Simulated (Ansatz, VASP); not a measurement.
**ReS in VASP and in Ansatz**

Contents of INCAR:

```
SYSTEM = ReS
  PREC = Accurate
  ENCUT = 520
  EDIFF = 1E-6
  ISMEAR = 0
  SIGMA = 0.1
  LREAL = .False.
  LASPH = .True.
  NELM = 150
  ALGO = Normal
  ISIF = 2
  LWAVE = .False.
  LCHARG = .False.
  ISPIN = 2
  MAGMOM = 3.5 0
  LORBIT = 11
  LMAXMIX = 4
  GGA = PE
  NBANDS = 18
```

File KPOINTS:

```
regular mesh
0
Gamma
  14 14 14
  0 0 0
```

POSCAR

```
ReS
1.0
    0.0000000000      2.4617002155      2.4617002155
    2.4617002155      0.0000000000      2.4617002155
    2.4617002155      2.4617002155      0.0000000000
Re S
1 1
Direct
    0.0000000000      0.0000000000      0.0000000000
    0.5000000000      0.5000000000      0.5000000000
```

Input for Ansatz:

```yaml
crystal:
  lattice:
    - [0.0, 2.4617002166, 2.4617002166]
    - [2.4617002166, 0.0, 2.4617002166]
    - [2.4617002166, 2.4617002166, 0.0]
  atoms:
    - { symbol: Re, position: [0.0, 0.0, 0.0], spin: 3.5 }
    - { symbol: S, position: [0.5, 0.5, 0.5] }
basis:
  ecutwfc: 420
kpoints:
  mp_grid: { grid: [14, 14, 14] }
hamiltonian:
  xc: pbe
scf:
  occupations: { method: gaussian, width: 0.1 }
output:
  forces: true
  stress: true
  eigenvalues: true
  populations: true
magnetization:
  spin_polarized: true
```

Alike in both runs: task single point; functional PBE; k mesh 14 × 14 × 14; occupations gaussian, width 0.1 eV; collinear spin.

```csv
,VASP,Ansatz
version,VASP 6.6.1,Ansatz 0.2.0
potentials or method,"VASP PAW PBE potentials, release 64 (Re, S)","scalar-relativistic, plane waves, PAW"
plane-wave cutoff (eV),520,420
valence electrons in the cell,13,21
```

Ansatz gave:

```
gap on the k mesh at the Fermi level (eV)                     : none
pressure (GPa)                                                : 1.3
net moment per atom (μB)                                      : 0.43
size of the moment on the site where the two differ most (μB) : 0.62
```

Problem. What did VASP give for the same quantities?

Solution. gap on the k mesh at the Fermi level (eV): none; pressure (GPa): 2.4; net moment per atom (μB): 0.43; size of the moment on the site where the two differ most (μB): 0.81.

Site moments also hang on the region over which each program counts them. A gap of «none» marks a metal or a gap that the smearing closes. The functional is the same, so the differences come from potentials, cutoffs and numerics. The two sets of potentials don't hold the same shells in valence.

Spin-orbit coupling is left out, which matters for the levels of Re.
